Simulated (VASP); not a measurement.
A convergence study with VASP on Sr (fcc): one setting is varied, all else stays as given below, so the limit is that of these other settings.

```
CELL_PARAMETERS angstrom
      0.00000     3.04000     3.04000
      3.04000     0.00000     3.04000
      3.04000     3.04000     0.00000
ATOMIC_POSITIONS crystal
  Sr 0.00000 0.00000 0.00000
```

The numbers are results of PBE GGA, VASP's PBE PAW potentials (set 64) (plane waves; VASP), not measurements. The tightest run used: 550 eV cut-off, 20×20×20 Γ-centred mesh, tetrahedra with Blöchl corrections, potentials Sr_sv.

```tsv
setting	E (eV/atom)	pressure (GPa)	irreducible k-points
3×3×3 mesh	-1.5485	0.35	4
4×4×4 mesh	-1.6692	-0.50	8
5×5×5 mesh	-1.6511	-0.40	10
```

Problem. These are the cheaper rows. Estimate the results at 20×20×20 mesh, and how far the last row shown lies from them.

Solution. 
```csv
quantity,tightest run,last row shown is off by
E (eV/atom),-1.6355,-0.0156
pressure (GPa),-0.36,-0.04
```

Left out are rungs that failed or repeat a setting and relaxations that didn't move; long series are thinned to 24 rows.

The compound is Sr in the fcc structure. The cell was not relaxed at this level.
